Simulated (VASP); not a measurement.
Given:

```xyz
5
Lattice="3.9840 0.0000 0.0000 -1.9920 3.4502 0.0000 0.0000 0.0000 6.2076" Properties=species:S:1:pos:R:3 pbc="T T T"
Sb     0.0000     2.3001     1.5314
Sb     1.9920     1.1501     4.6762
Be     0.0000     0.0000     0.0000
Be     0.0000     2.3001     4.0163
Be     1.9920     1.1501     2.1913
```

Computed with PBE GGA, VASP's PBE PAW potentials (set 64) (plane waves; VASP). Settings: 300 eV cut-off, 5×5×3 Γ-centred mesh, Gaussian smearing of 0.20 eV, potentials Sb Be.

At this cut-off the stress carries a Pulay error, which pulls relaxed volumes low.

Give the force on each atom (eV/Å).

| atom | Fx | Fy | Fz |
|---|---|---|---|
| Sb1 | 0.000 | 0.000 | -0.798 |
| Sb2 | 0.000 | 0.000 | 0.798 |
| Be3 | 0.000 | 0.000 | 0.000 |
| Be4 | 0.000 | 0.000 | -0.536 |
| Be5 | 0.000 | 0.000 | 0.536 |

Give the stress tensor in GPa (positive for a compressed cell).

```
3.05  0.00  0.00
0.00  3.05  0.00
0.00  0.00  8.94
```
The pressure is its mean diagonal, 5.02 GPa.

The structure was generated: Be3Sb2 was put into an ordered model structure, which need not be its known phase. The cell was not relaxed at this level. The k-mesh is coarse (spacing up to 0.36 per Å, 2π included), so the numbers may not be converged in it.
